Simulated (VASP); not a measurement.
ZnB:

```xyz
2
Lattice="2.6648 0.0000 0.0000 0.0000 2.6648 0.0000 0.0000 0.0000 3.1097" Properties=species:S:1:pos:R:3 pbc="T T T"
Zn    1.3324    1.3324    1.5548
B     0.0000    0.0000    0.0000
```

The cell was built by a generator and needn't be a form met in nature.

The cell isn't the ideal one: species swapped into the ZnNi type (P4/mmm, No. 123).

```yaml
Program: VASP 6.6.1
Task: relaxation of cell and atoms
Functional: PBE
Potentials_or_basis: VASP PAW PBE potentials, release 64 (Zn, B)
Cutoff: 600 eV
k_mesh: 20 × 20 × 18
Occupations: gaussian, width 0.1 eV
Spin: no spin polarisation
```

At the start: pressure -0.9 GPa; volume 11.04 Å³/atom.

Problem. Where does the relaxation end?

Solution. Over 11 steps the energy falls by 47.3 meV/atom and the volume is 10.67 Å³/atom (-3.4 %); space group P4/mmm (No. 123, to 0.05 Å).

Step by step:
```csv
step,energy change (eV),largest force (eV/Å),pressure (GPa),volume (Å³)
1,0.0000,0.0000,-0.94,22.08
2,-0.0272,0.0000,-0.53,21.87
3,-0.0895,0.0000,1.63,21.16
4,-0.0902,0.0000,2.83,20.86
5,-0.0917,0.0000,2.26,20.97
6,-0.0910,0.0000,-1.98,21.67
7,-0.0944,0.0000,0.19,21.30
8,-0.0944,0.0000,0.20,21.29
9,-0.0944,0.0000,0.24,21.29
10,-0.0946,0.0000,0.12,21.32
11,-0.0946,0.0000,0.07,21.34
```

Final structure:
```yaml
crystal:
  lattice:
    - [2.51164, 0.00000, 0.00000]
    - [0.00000, 2.51164, 0.00000]
    - [0.00000, 0.00000, 3.38275]
  atoms:
    - { symbol: Zn, position: [0.50000, 0.50000, 0.50000] }
    - { symbol: B, position: [0.00000, 0.00000, 0.00000] }
```
